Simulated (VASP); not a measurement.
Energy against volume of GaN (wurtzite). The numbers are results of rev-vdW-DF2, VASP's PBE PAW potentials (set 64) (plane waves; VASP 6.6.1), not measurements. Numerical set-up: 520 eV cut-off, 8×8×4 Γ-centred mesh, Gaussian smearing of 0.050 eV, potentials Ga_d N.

Shape and ions are relaxed at each volume.

```tsv
V (Å³/atom)	E (eV/atom)
11.230	-4.07017
11.577	-4.07647
11.925	-4.07113
12.272	-4.05592
```

Problem. Fit these four points and predict the energy of the run at 10.883 Å³/atom.

Solution. A cubic in V^(−2/3), the third-order Birch-Murnaghan form, passes through the four points with V0 = 11.58 Å³/atom and B0 = 178 GPa, and gives -4.0502 eV/atom there. The run gave -4.0502 eV/atom, +0.0 meV/atom from the fit; all five points give B0 = 178 GPa.

The compound is GaN in the wurtzite structure. It was relaxed first.
